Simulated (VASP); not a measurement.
Input:

```
CELL_PARAMETERS angstrom
      2.47713     0.00000     0.00000
     -1.23856     2.14525     0.00000
      0.00000     0.00000     4.10203
ATOMIC_POSITIONS crystal
  Cu 0.33333 0.66667 0.25000
  Cu 0.66667 0.33333 0.75000
```

Level of theory: LDA (Ceperley-Alder, Perdew-Zunger), VASP's LDA PAW potentials (set 64) (plane waves; VASP 6.6.1). Numerical set-up: 400 eV cut-off, 19×19×10 Γ-centred mesh, tetrahedra with Blöchl corrections, potentials Cu.

What does the run give for the energy per atom (σ→0), band gap (on the k-mesh) with the smallest direct gap where there is one?

The band gap (on the k-mesh) is none (metal, semimetal or under 0.01 eV) and the energy per atom (σ→0) is -4.701 eV/atom.

The absolute energy has meaning only against runs of the same code, potentials and settings.

The structure comes from a computed database's Cu entry (P6_3/mmc); how it stands against other phases isn't given here. It was relaxed first.
